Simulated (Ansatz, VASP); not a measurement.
**ZnCd2Se3 in VASP and in Ansatz**

```
CELL_PARAMETERS angstrom
6.75418 0.00000 0.00000
-3.37709 5.84929 0.00000
0.00000 0.00000 4.10746
ATOMIC_POSITIONS crystal
Zn 0.00000 0.00000 0.50000
Cd 0.66667 0.33333 0.50000
Cd 0.33333 0.66667 0.50000
Se 0.00000 0.50000 0.00000
Se 0.50000 0.50000 0.00000
Se 0.50000 0.00000 0.00000
```

Change from the starting cell: species swapped into the DyB2Rh3 type (P6/mmm, No. 191).

Alike in both runs: functional PBE; k mesh 3 × 3 × 4; occupations gaussian, width 0.1 eV; no spin polarisation.

Ansatz relaxed the structure, and its values are those at the end. VASP's run is a single point on that final structure, the one shown.

```csv
,VASP,Ansatz
version,VASP 6.6.1,Ansatz 0.2.0
potentials or method,"VASP PAW PBE potentials, release 64 (Zn, Cd, Se)","scalar-relativistic, plane waves, PAW"
plane-wave cutoff (eV),520,420
valence electrons in the cell,54,100
```

Ansatz gave:

```
gap on the k mesh at the Fermi level (eV) : none
pressure (GPa)                            : 0.0
```

What did VASP give for the same quantities?

gap on the k mesh at the Fermi level (eV): none; pressure (GPa): 0.2.

A gap of «none» marks a metal or a gap that the smearing closes. The two sets of potentials don't hold the same shells in valence.

Caveats: the k mesh is coarse (spacing up to 0.38 Å⁻¹), so the values aren't converged.
